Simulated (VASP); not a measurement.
Level of theory: PBE GGA, VASP's PBE PAW potentials (set 64) (plane waves; VASP).

VASP input:

**KPOINTS**
```
Automatic mesh
0
Gamma
8 8 1
0 0 0
```

**POSCAR**
```
Bi2Te3
1
    4.4479920443     0.0000000000     0.0000000000
   -2.2239960222     3.8520738253     0.0000000000
    0.0000000000     0.0000000000    31.7624176289
Bi Te
6 9
Direct
  0.3333330000   0.6666670000   0.2666670000
  0.3333330000   0.6666670000   0.0666670000
  0.0000000000   0.0000000000   0.6000000000
  0.0000000000   0.0000000000   0.4000000000
  0.6666670000   0.3333330000   0.9333330000
  0.6666670000   0.3333330000   0.7333330000
  0.0000000000   0.0000000000   0.0000000000
  0.6666670000   0.3333330000   0.1233330000
  0.0000000000   0.0000000000   0.2100000000
  0.6666670000   0.3333330000   0.3333330000
  0.3333330000   0.6666670000   0.4566670000
  0.6666670000   0.3333330000   0.5433330000
  0.3333330000   0.6666670000   0.6666670000
  0.0000000000   0.0000000000   0.7900000000
  0.3333330000   0.6666670000   0.8766670000
```

INCAR:
```
SYSTEM=Bi2Te3
PREC=Normal; ENCUT=400; LREAL=.FALSE.
LASPH=.TRUE.
EDIFF=1E-5; NELM=100; NELMIN=4
ALGO=Fast; LMAXMIX=4
ISMEAR=0; SIGMA=0.05
GGA=PE
IBRION=2; NSW=20; ISIF=2
EDIFFG=-0.03
LWAVE=.FALSE.; LCHARG=.FALSE.
```

POTCAR, in this order: Bi_d Te (PBE.64 set). Program: vasp_std.

Output of the run:

File OSZICAR:
```
       N       E                     dE             d eps       ncg     rms          rms(c)
DAV:   1     0.130538442408E+04    0.13054E+04   -0.55954E+04  1792   0.133E+03
DAV:   2     0.103275910208E+03   -0.12021E+04   -0.11666E+04  1870   0.372E+02
DAV:   3    -0.475641486412E+02   -0.15084E+03   -0.14578E+03  2088   0.157E+02
DAV:   4    -0.555697206426E+02   -0.80056E+01   -0.79225E+01  1932   0.373E+01
DAV:   5    -0.560377902503E+02   -0.46807E+00   -0.46679E+00  2520   0.845E+00    0.115E+01
RMM:   6    -0.549928142468E+02    0.10450E+01   -0.23637E+00  1799   0.396E+00    0.724E+00
RMM:   7    -0.550710217478E+02   -0.78208E-01   -0.12299E+00  1952   0.230E+00    0.164E+00
RMM:   8    -0.550399950018E+02    0.31027E-01   -0.11704E-01  1955   0.168E+00    0.576E-01
RMM:   9    -0.550406339973E+02   -0.63900E-03   -0.45508E-02  2028   0.695E-01    0.215E-01
RMM:  10    -0.550414045634E+02   -0.77057E-03   -0.11119E-02  2110   0.400E-01    0.621E-02
RMM:  11    -0.550416339094E+02   -0.22935E-03   -0.33675E-03  2461   0.208E-01    0.402E-02
RMM:  12    -0.550416474055E+02   -0.13496E-04   -0.38723E-04  2159   0.616E-02    0.167E-02
RMM:  13    -0.550416496063E+02   -0.22007E-05   -0.85122E-05  1606   0.279E-02
   1 F= -.55041650E+02 E0= -.55041650E+02  d E =-.550416E+02
       N       E                     dE             d eps       ncg     rms          rms(c)
DAV:   1    -0.550798780662E+02   -0.38231E-01   -0.30757E+00  1840   0.518E+00    0.488E-01
RMM:   2    -0.550876917435E+02   -0.78137E-02   -0.97175E-02  1853   0.122E+00    0.134E-01
RMM:   3    -0.550898107015E+02   -0.21190E-02   -0.23492E-02  2423   0.666E-01    0.159E-01
RMM:   4    -0.550899238768E+02   -0.11318E-03   -0.22162E-03  2130   0.179E-01    0.986E-02
RMM:   5    -0.550899282837E+02   -0.44069E-05   -0.54369E-04  2140   0.802E-02    0.253E-02
RMM:   6    -0.550899427938E+02   -0.14510E-04   -0.11468E-04  1756   0.326E-02    0.198E-02
RMM:   7    -0.550899449530E+02   -0.21592E-05   -0.29597E-05  1161   0.184E-02
   2 F= -.55089945E+02 E0= -.55089945E+02  d E =-.482953E-01
       N       E                     dE             d eps       ncg     rms          rms(c)
DAV:   1    -0.550983767543E+02   -0.84340E-02   -0.70403E+00  1768   0.784E+00    0.763E-01
RMM:   2    -0.551159825166E+02   -0.17606E-01   -0.21980E-01  1851   0.187E+00    0.200E-01
RMM:   3    -0.551209773111E+02   -0.49948E-02   -0.55991E-02  2408   0.105E+00    0.226E-01
RMM:   4    -0.551212784920E+02   -0.30118E-03   -0.53766E-03  2178   0.280E-01    0.142E-01
RMM:   5    -0.551212648759E+02    0.13616E-04   -0.11506E-03  2185   0.116E-01    0.455E-02
RMM:   6    -0.551212905672E+02   -0.25691E-04   -0.25372E-04  1755   0.509E-02    0.275E-02
RMM:   7    -0.551212942386E+02   -0.36713E-05   -0.64549E-05  1617   0.261E-02
   3 F= -.55121294E+02 E0= -.55121294E+02  d E =-.796446E-01
       N       E                     dE             d eps       ncg     rms          rms(c)
DAV:   1    -0.551213274612E+02   -0.36894E-04   -0.74187E-02  1984   0.806E-01    0.784E-02
RMM:   2    -0.551215345546E+02   -0.20709E-03   -0.23930E-03  1858   0.195E-01    0.193E-02
RMM:   3    -0.551215889776E+02   -0.54423E-04   -0.60506E-04  2432   0.107E-01    0.225E-02
RMM:   4    -0.551215932354E+02   -0.42578E-05   -0.61649E-05  1578   0.283E-02
   4 F= -.55121593E+02 E0= -.55121593E+02  d E =-.799436E-01
       N       E                     dE             d eps       ncg     rms          rms(c)
DAV:   1    -0.551244746618E+02   -0.28857E-02   -0.74223E+00  1876   0.775E+00    0.325E-01
RMM:   2    -0.551381264949E+02   -0.13652E-01   -0.15406E-01  1912   0.187E+00    0.204E-01
RMM:   3    -0.551442309149E+02   -0.61044E-02   -0.64678E-02  2387   0.110E+00    0.173E-01
RMM:   4    -0.551445217225E+02   -0.29081E-03   -0.39817E-03  2256   0.261E-01    0.134E-01
RMM:   5    -0.551445417144E+02   -0.19992E-04   -0.81873E-04  2257   0.109E-01    0.819E-02
RMM:   6    -0.551445457185E+02   -0.40041E-05   -0.18644E-04  1828   0.485E-02    0.312E-02
RMM:   7    -0.551445501447E+02   -0.44261E-05   -0.50781E-05  1504   0.318E-02
   5 F= -.55144550E+02 E0= -.55144550E+02  d E =-.229569E-01
       N       E                     dE             d eps       ncg     rms          rms(c)
DAV:   1    -0.549625458275E+02    0.18200E+00   -0.67072E+01  1852   0.240E+01    0.108E+00
RMM:   2    -0.551115064400E+02   -0.14896E+00   -0.16805E+00  1909   0.642E+00    0.665E-01
RMM:   3    -0.551863234686E+02   -0.74817E-01   -0.80711E-01  2368   0.382E+00    0.522E-01
RMM:   4    -0.551902859976E+02   -0.39625E-02   -0.49535E-02  2279   0.951E-01    0.394E-01
RMM:   5    -0.551912311659E+02   -0.94517E-03   -0.14647E-02  2263   0.467E-01    0.262E-01
RMM:   6    -0.551910075900E+02    0.22358E-03   -0.13286E-03  1839   0.165E-01    0.121E-01
RMM:   7    -0.551909940655E+02    0.13524E-04   -0.92229E-04  1893   0.135E-01    0.917E-02
RMM:   8    -0.551909096149E+02    0.84451E-04   -0.44969E-04  2146   0.834E-02    0.346E-02
RMM:   9    -0.551909224770E+02   -0.12862E-04   -0.12883E-04  2055   0.428E-02    0.257E-02
RMM:  10    -0.551909247395E+02   -0.22625E-05   -0.19222E-05  1096   0.195E-02
   6 F= -.55190925E+02 E0= -.55190925E+02  d E =-.693315E-01
       N       E                     dE             d eps       ncg     rms          rms(c)
DAV:   1    -0.541393135817E+02    0.10516E+01   -0.27597E+02  1884   0.525E+01    0.214E+00
RMM:   2    -0.548520465622E+02   -0.71273E+00   -0.76912E+00  1910   0.125E+01    0.122E+00
RMM:   3    -0.551591522496E+02   -0.30711E+00   -0.32855E+00  2359   0.793E+00    0.101E+00
RMM:   4    -0.551766581458E+02   -0.17506E-01   -0.20174E-01  2303   0.191E+00    0.739E-01
RMM:   5    -0.551798654773E+02   -0.32073E-02   -0.51868E-02  2251   0.874E-01    0.483E-01
RMM:   6    -0.551796135382E+02    0.25194E-03   -0.57879E-03  1877   0.299E-01    0.213E-01
RMM:   7    -0.551797182395E+02   -0.10470E-03   -0.34528E-03  2108   0.222E-01    0.175E-01
RMM:   8    -0.551792683459E+02    0.44989E-03   -0.12580E-03  1968   0.162E-01    0.691E-02
RMM:   9    -0.551793059954E+02   -0.37650E-04   -0.44553E-04  2264   0.767E-02    0.551E-02
RMM:  10    -0.551793151386E+02   -0.91432E-05   -0.79641E-05  1753   0.367E-02
   7 F= -.55179315E+02 E0= -.55179315E+02  d E =-.577219E-01
       N       E                     dE             d eps       ncg     rms          rms(c)
DAV:   1    -0.548489333541E+02    0.33037E+00   -0.96584E+01  1852   0.293E+01    0.134E+00
RMM:   2    -0.550779964405E+02   -0.22906E+00   -0.25227E+00  1911   0.767E+00    0.822E-01
RMM:   3    -0.551959778847E+02   -0.11798E+00   -0.12394E+00  2377   0.473E+00    0.631E-01
RMM:   4    -0.552022616580E+02   -0.62838E-02   -0.75970E-02  2256   0.117E+00    0.519E-01
RMM:   5    -0.552037366105E+02   -0.14750E-02   -0.21004E-02  2280   0.556E-01    0.355E-01
RMM:   6    -0.552034888964E+02    0.24771E-03   -0.20367E-03  1825   0.192E-01    0.158E-01
RMM:   7    -0.552035243117E+02   -0.35415E-04   -0.18330E-03  1989   0.170E-01    0.137E-01
RMM:   8    -0.552034437571E+02    0.80555E-04   -0.30956E-04  2144   0.754E-02    0.102E-01
RMM:   9    -0.552033473294E+02    0.96428E-04   -0.17398E-04  1866   0.514E-02    0.623E-02
RMM:  10    -0.552033323240E+02    0.15005E-04   -0.13223E-04  1888   0.395E-02    0.289E-02
RMM:  11    -0.552033379474E+02   -0.56233E-05   -0.66168E-05  1680   0.277E-02
   8 F= -.55203338E+02 E0= -.55203338E+02  d E =-.817447E-01
```

**OUTCAR**
```
------------------------ aborting loop because EDIFF is reached ----------------------------------------
  FORCE on cell =-STRESS in cart. coord.  units (eV):
  Direction    XX          YY          ZZ          XY          YZ          ZX
  --------------------------------------------------------------------------------------
  Total        0.0509605      0.0509605      0.0493520     -0.0000000      0.0000000     -0.0000000
  in kB        0.1500279      0.1500279      0.1452925     -0.0000000      0.0000000     -0.0000000
  external PRESSURE =       0.1484494 kB  Pullay stress =       0.0000000 kB
  volume of cell :      544.22
      direct lattice vectors                 reciprocal lattice vectors
     4.447992044  0.000000000  0.000000000     0.224820546  0.129800212  0.000000000
    -2.223996022  3.852073825  0.000000000     0.000000000  0.259600424  0.000000000
     0.000000000  0.000000000 31.762417629     0.000000000  0.000000000  0.031483749
 POSITION                                       TOTAL-FORCE (eV/Angst)
 -----------------------------------------------------------------------------------
     -0.00000      2.56805      8.53438         0.000000     -0.000000      0.014795
     -0.00000      2.56805      2.05311        -0.000000      0.000000     -0.014795
      0.00000      0.00000     19.12184         0.000000     -0.000000      0.014795
      0.00000      0.00000     12.64057        -0.000000      0.000000     -0.014795
      2.22400      1.28402     29.70931         0.000000     -0.000000      0.014795
      2.22400      1.28402     23.22804        -0.000000      0.000000     -0.014795
     -0.00000      0.00000      0.00000         0.000000      0.000000     -0.000000
      2.22400      1.28402      3.77340        -0.000000      0.000000      0.002815
      0.00000      0.00000      6.81406         0.000000     -0.000000     -0.002815
      2.22400      1.28402     10.58746        -0.000000      0.000000     -0.000000
     -0.00000      2.56805     14.36090        -0.000000      0.000000      0.002815
      2.22400      1.28402     17.40152         0.000000     -0.000000     -0.002815
     -0.00000      2.56805     21.17496        -0.000000      0.000000     -0.000000
      0.00000      0.00000     24.94836        -0.000000      0.000000      0.002815
     -0.00000      2.56805     27.98901         0.000000      0.000000     -0.002815
 -----------------------------------------------------------------------------------
    total drift:                               -0.000000      0.000000      0.000000
  FREE ENERGIE OF THE ION-ELECTRON SYSTEM (eV)
  ---------------------------------------------------
  free  energy   TOTEN  =       -55.2033379474 eV

  energy  without entropy=      -55.2033379473  energy(sigma->0) =      -55.20333795

 reached required accuracy - stopping structural energy minimisation
```
(Selected blocks of OUTCAR.)

CONTCAR:
```
Bi2Te3
   1.00000000000000
     4.4479920443000003    0.0000000000000000    0.0000000000000000
    -2.2239960222000001    3.8520738253000002    0.0000000000000000
     0.0000000000000000    0.0000000000000000   31.7624176288999998
  Bi              Te
     6     9
Direct
     0.3333330000000032    0.6666669999999968    0.2686943348336399
     0.3333330000000032    0.6666669999999968    0.0646396651663608
     0.0000000000000000    0.0000000000000000    0.6020273348336430
     0.0000000000000000    0.0000000000000000    0.3979726651663569
     0.6666669999999968    0.3333330000000032    0.9353603348336391
     0.6666669999999968    0.3333330000000032    0.7313056651663602
     0.0000000000000000    0.0000000000000000    0.0000000000000000
     0.6666669999999968    0.3333330000000032    0.1188009083922241
     0.0000000000000000    0.0000000000000000    0.2145320916077792
     0.6666669999999968    0.3333330000000032    0.3333330000000032
     0.3333330000000032    0.6666669999999968    0.4521349083922247
     0.6666669999999968    0.3333330000000032    0.5478650916077753
     0.3333330000000032    0.6666669999999968    0.6666669999999968
     0.0000000000000000    0.0000000000000000    0.7854679083922208
     0.3333330000000032    0.6666669999999968    0.8811990916077760
```

Without a dispersion term in the relaxation, distances and binding between the weakly bound layers, chains or molecules are unreliable, and so is what depends on them.

The compound is Bi2Te3 in the tetradymite structure. This run relaxes the ions in a fixed cell. Symmetry was kept, so distortions that lower it aren't found.
